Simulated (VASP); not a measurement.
Consider the following.

```yaml
crystal:
  lattice:
    - [4.86832, -8.43217, 0.00000]
    - [4.86832, 8.43217, 0.00000]
    - [0.00000, 0.00000, 10.55628]
  atoms:
    - { symbol: Ga, position: [0.22118, 0.11066, 0.24971] }
    - { symbol: Ga, position: [0.11083, 0.22200, 0.99995] }
    - { symbol: Ga, position: [0.22149, 0.11085, 0.75066] }
    - { symbol: Ga, position: [0.11006, 0.22164, 0.50113] }
    - { symbol: Ga, position: [0.22129, 0.44343, 0.24969] }
    - { symbol: Ga, position: [0.11125, 0.55574, 0.00017] }
    - { symbol: Ga, position: [0.22151, 0.44379, 0.75075] }
    - { symbol: Ga, position: [0.11096, 0.55550, 0.50033] }
    - { symbol: Ga, position: [0.22217, 0.77760, 0.25036] }
    - { symbol: Ga, position: [0.11123, 0.88874, 0.00010] }
    - { symbol: Ga, position: [0.22211, 0.77762, 0.75050] }
    - { symbol: Ga, position: [0.11094, 0.88877, 0.50040] }
    - { symbol: Ga, position: [0.55600, 0.11050, 0.24974] }
    - { symbol: Ga, position: [0.44412, 0.22152, 0.99966] }
    - { symbol: Ga, position: [0.55569, 0.11074, 0.75072] }
    - { symbol: Ga, position: [0.44055, 0.21490, 0.50222] }
    - { symbol: Ga, position: [0.55561, 0.44407, 0.24280] }
    - { symbol: Ga, position: [0.44411, 0.55559, 0.99960] }
    - { symbol: Ga, position: [0.55548, 0.44431, 0.75113] }
    - { symbol: Ga, position: [0.44065, 0.55885, 0.50216] }
    - { symbol: Ga, position: [0.55592, 0.77813, 0.24965] }
    - { symbol: Ga, position: [0.44417, 0.88865, 0.00018] }
    - { symbol: Ga, position: [0.55570, 0.77813, 0.75073] }
    - { symbol: Ga, position: [0.44429, 0.88874, 0.50029] }
    - { symbol: Ga, position: [0.88859, 0.11090, 0.25028] }
    - { symbol: Ga, position: [0.77780, 0.22210, 0.00004] }
    - { symbol: Ga, position: [0.88854, 0.11098, 0.75069] }
    - { symbol: Ga, position: [0.77784, 0.22181, 0.50103] }
    - { symbol: Ga, position: [0.88930, 0.44388, 0.24972] }
    - { symbol: Ga, position: [0.77841, 0.55583, 0.99962] }
    - { symbol: Ga, position: [0.88903, 0.44405, 0.75070] }
    - { symbol: Ga, position: [0.78461, 0.55890, 0.50220] }
    - { symbol: Ga, position: [0.88916, 0.77860, 0.24972] }
    - { symbol: Ga, position: [0.77778, 0.88893, 0.00000] }
    - { symbol: Ga, position: [0.88898, 0.77831, 0.75066] }
    - { symbol: Ga, position: [0.77779, 0.88927, 0.50100] }
    - { symbol: N, position: [0.22239, 0.11199, 0.43818] }
    - { symbol: N, position: [0.11068, 0.22182, 0.18837] }
    - { symbol: N, position: [0.22222, 0.11102, 0.93861] }
    - { symbol: N, position: [0.11079, 0.22199, 0.68893] }
    - { symbol: N, position: [0.22241, 0.44359, 0.43818] }
    - { symbol: N, position: [0.11132, 0.55548, 0.18868] }
    - { symbol: N, position: [0.22215, 0.44434, 0.93868] }
    - { symbol: N, position: [0.11103, 0.55535, 0.68841] }
    - { symbol: N, position: [0.22204, 0.77768, 0.43866] }
    - { symbol: N, position: [0.11112, 0.88871, 0.18859] }
    - { symbol: N, position: [0.22218, 0.77771, 0.93855] }
    - { symbol: N, position: [0.11101, 0.88883, 0.68844] }
    - { symbol: N, position: [0.55591, 0.11196, 0.43819] }
    - { symbol: N, position: [0.44423, 0.22175, 0.18938] }
    - { symbol: N, position: [0.55541, 0.11093, 0.93870] }
    - { symbol: N, position: [0.44468, 0.22296, 0.68823] }
    - { symbol: N, position: [0.44429, 0.55509, 0.18938] }
    - { symbol: N, position: [0.55562, 0.44428, 0.93909] }
    - { symbol: N, position: [0.44471, 0.55488, 0.68829] }
    - { symbol: N, position: [0.55588, 0.77698, 0.43813] }
    - { symbol: N, position: [0.44431, 0.88852, 0.18870] }
    - { symbol: N, position: [0.55538, 0.77754, 0.93871] }
    - { symbol: N, position: [0.44436, 0.88875, 0.68839] }
    - { symbol: N, position: [0.88855, 0.11093, 0.43858] }
    - { symbol: N, position: [0.77771, 0.22212, 0.18846] }
    - { symbol: N, position: [0.88872, 0.11098, 0.93862] }
    - { symbol: N, position: [0.77755, 0.22221, 0.68887] }
    - { symbol: N, position: [0.88767, 0.44376, 0.43818] }
    - { symbol: N, position: [0.77796, 0.55555, 0.18935] }
    - { symbol: N, position: [0.88893, 0.44448, 0.93867] }
    - { symbol: N, position: [0.77682, 0.55510, 0.68825] }
    - { symbol: N, position: [0.88763, 0.77716, 0.43817] }
    - { symbol: N, position: [0.77767, 0.88878, 0.18841] }
    - { symbol: N, position: [0.88894, 0.77771, 0.93862] }
    - { symbol: N, position: [0.77754, 0.88876, 0.68889] }
    - { symbol: O, position: [0.55540, 0.44412, 0.43718] }
```
Cell charge -1.

Calculation: HSE06 screened hybrid, VASP's PBE PAW potentials (set 64) (plane waves; VASP). Numerical set-up: PREC = Normal, LREAL = Auto, ISYM = 0, NELECT = 290.0, EDIFF = 1E-5, 400 eV cut-off, 1×1×1 Γ-centred mesh, Gaussian smearing of 0.050 eV, potentials Ga N O.

The cell is charged, with a uniform compensating background. The supercell is sampled at Γ alone, which is coarse: total energies, pressure and levels can be off, energies of defects by several tenths of an eV.

### Question
Predict the energy per atom (σ→0).

### Answer

```yaml
energy per atom (σ→0): -7.251 eV/atom
```

The cell is a supercell with a defect, built from GaN (wurtzite): O_N, charge -1. The cell's shape comes from a PBE relaxation. The run is not spin-polarised, so no state with unpaired spins was tried.
